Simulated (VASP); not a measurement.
Input for VASP

INCAR:
```
SYSTEM = TiCo
PREC = Accurate
ENCUT = 400
EDIFF = 1E-6
NELM = 100
ALGO = Normal
LREAL = .FALSE.
LASPH = .TRUE.
ISMEAR = 0
SIGMA = 0.001
GGA = PE
LMAXMIX = 4
LWAVE = .FALSE.
LCHARG = .FALSE.
ISIF = 2
```

KPOINTS:
```
Automatic mesh
0
Gamma
3 3 3
0 0 0
```

**POSCAR**
```
TiCo
1
    3.0498000000     0.0000000000     0.0000000000
    0.0000000000     3.0498000000     0.0000000000
    0.0000000000     0.0000000000     3.0498000000
Ti Co
1 1
Direct
  0.0000000000   0.0000000000   0.0000000000
  0.5000000000   0.5000000000   0.5000000000
```

POTCAR, in this order: Ti_sv Co (PBE.64 set). Program: vasp_std.

Does this input run properly? What does VASP do?

There is a fault: a metal was run with a tiny SIGMA on a coarse mesh. The run ends without an error. Against the sound run, the energy per atom (σ→0) drops by 0.018 eV/atom; the pressure falls by 1.34 GPa.

**standard output**
```
 POSCAR found type information on POSCAR TiCo
 POSCAR found :  2 types and       2 ions
 Reading from existing POTCAR
 Reading from existing POTCAR
 LDA part: xc-table for (Slater+PW92), standard interpolation
 POSCAR, INCAR and KPOINTS ok, starting setup
 WAVECAR not read
 entering main loop
       N       E                     dE             d eps       ncg     rms          rms(c)
DAV:   1     0.130240342314E+03    0.13024E+03   -0.86696E+03   112   0.153E+03
DAV:   2    -0.867706591907E+01   -0.13892E+03   -0.13638E+03   112   0.374E+02
DAV:   3    -0.173807806932E+02   -0.87037E+01   -0.85566E+01   166   0.101E+02
DAV:   4    -0.177705861471E+02   -0.38981E+00   -0.38947E+00   140   0.184E+01
DAV:   5    -0.177834714119E+02   -0.12885E-01   -0.12883E-01   158   0.271E+00    0.124E+01
DAV:   6    -0.171641780783E+02    0.61929E+00   -0.21008E+01   112   0.661E+01    0.116E+01
DAV:   7    -0.165995422299E+02    0.56464E+00   -0.20597E+01   178   0.497E+01    0.139E+01
DAV:   8    -0.155811557836E+02    0.10184E+01   -0.77328E+00   174   0.276E+01    0.154E+00
DAV:   9    -0.155702570134E+02    0.10899E-01   -0.22309E-01   174   0.494E+00    0.124E+00
DAV:  10    -0.155721183215E+02   -0.18613E-02   -0.54407E-02   132   0.259E+00    0.579E-01
DAV:  11    -0.155685220201E+02    0.35963E-02   -0.10154E-02   144   0.104E+00    0.285E-01
DAV:  12    -0.155681492291E+02    0.37279E-03   -0.81348E-04   172   0.272E-01    0.175E-01
DAV:  13    -0.155677246894E+02    0.42454E-03   -0.23665E-03   152   0.430E-01    0.183E-02
DAV:  14    -0.155677268889E+02   -0.21995E-05   -0.53372E-05   112   0.932E-02    0.102E-02
DAV:  15    -0.155677272647E+02   -0.37587E-06   -0.14747E-06    92   0.136E-02
   1 F= -.15567727E+02 E0= -.15567561E+02  d E =-.333308E-03
```

### OUTCAR
```
------------------------ aborting loop because EDIFF is reached ----------------------------------------
  FORCE on cell =-STRESS in cart. coord.  units (eV):
  Direction    XX          YY          ZZ          XY          YZ          ZX
  --------------------------------------------------------------------------------------
  Total       -2.4715663     -2.4715663     -2.4715663      0.0000000      0.0000000      0.0000000
  in kB     -139.5946499   -139.5946499   -139.5946499      0.0000000      0.0000000      0.0000000
  external PRESSURE =    -139.5946499 kB  Pullay stress =       0.0000000 kB
  volume of cell :       28.37
      direct lattice vectors                 reciprocal lattice vectors
     3.049800000  0.000000000  0.000000000     0.327890353  0.000000000  0.000000000
     0.000000000  3.049800000  0.000000000     0.000000000  0.327890353  0.000000000
     0.000000000  0.000000000  3.049800000     0.000000000  0.000000000  0.327890353
 POSITION                                       TOTAL-FORCE (eV/Angst)
 -----------------------------------------------------------------------------------
      0.00000      0.00000      0.00000         0.000000      0.000000      0.000000
      1.52490      1.52490      1.52490         0.000000      0.000000      0.000000
 -----------------------------------------------------------------------------------
    total drift:                               -0.000000      0.000000      0.000000
  FREE ENERGIE OF THE ION-ELECTRON SYSTEM (eV)
  ---------------------------------------------------
  free  energy   TOTEN  =       -15.5677272647 eV

  energy  without entropy=      -15.5673939564  energy(sigma->0) =      -15.56756061
```
(Selected blocks of OUTCAR.)

To mend it, set ISMEAR = 1, set SIGMA = 0.1, correct KPOINTS.
KPOINTS:
```
Automatic mesh
0
Gamma
9 9 9
0 0 0
```
The mended run (PBE GGA, plane waves, VASP's PBE PAW potentials (set 64)) converges, and its OSZICAR ends with
```
   1 F= -.15533970E+02 E0= -.15532073E+02  d E =-.568977E-02
```

The compound is TiCo in the CsCl type structure. The cell was not relaxed at this level. The run is not spin-polarised, so no magnetic state was tried. The electron count is odd and the run is not spin-polarised, which forces a metal.
